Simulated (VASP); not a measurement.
The system is LaFe2P2.

```
CELL_PARAMETERS angstrom
-1.89288 1.89288 5.51002
1.89288 -1.89288 5.51002
1.89288 1.89288 -5.51002
ATOMIC_POSITIONS crystal
La 0.00000 0.00000 0.00000
Fe 0.75000 0.25000 0.50000
Fe 0.25000 0.75000 0.50000
P 0.65226 0.65226 0.00000
P 0.34774 0.34774 0.00000
```

The cell comes from a database or a generator and needn't be the stable form of this composition.

| Item | Value |
| --- | --- |
| Program | VASP 6.6.1 |
| Task | relaxation of cell and atoms |
| Functional | PBEsol |
| Potentials or basis | VASP PAW PBE potentials, release 64 (La, Fe, P) |
| Cutoff | 600 eV |
| k mesh | 14 × 14 × 14 |
| Occupations | gaussian, width 0.1 eV |
| Spin | no spin polarisation |

At the start: pressure -2.6 GPa; volume 15.79 Å³/atom.

Question: How do energy, volume and symmetry change on relaxing?

Answer: Over 11 steps the energy falls by 7.6 meV/atom and the volume is 15.30 Å³/atom (-3.1 %); space group I4/mmm (No. 139, to 0.05 Å).

Step by step:
```tsv
step	energy change (eV)	largest force (eV/Å)	pressure (GPa)	volume (Å³)
1	0.0000	0.3227	-2.61	78.97
2	-0.0139	0.4426	2.78	76.07
3	-0.0195	0.4009	0.81	77.06
4	-0.0339	0.0430	0.22	76.77
5	-0.0349	0.0831	0.01	76.66
6	-0.0373	0.0403	-0.10	76.64
7	-0.0380	0.0041	-0.21	76.61
8	-0.0379	0.0380	0.33	76.35
9	-0.0381	0.0167	0.00	76.51
10	-0.0381	0.0044	0.00	76.49
11	-0.0381	0.0016	0.01	76.49
```

Final structure:
```
La Fe P
1.0
    -1.89177    1.89177    5.34297
     1.89177   -1.89177    5.34297
     1.89177    1.89177   -5.34297
La Fe P
1 2 2
Direct
  0.00000 0.00000 0.00000
  0.75000 0.25000 0.50000
  0.25000 0.75000 0.50000
  0.64840 0.64840 0.00000
  0.35160 0.35160 0.00000
```

Caveat: the PAW data sets were made with another functional, which shifts forces and pressure a little.
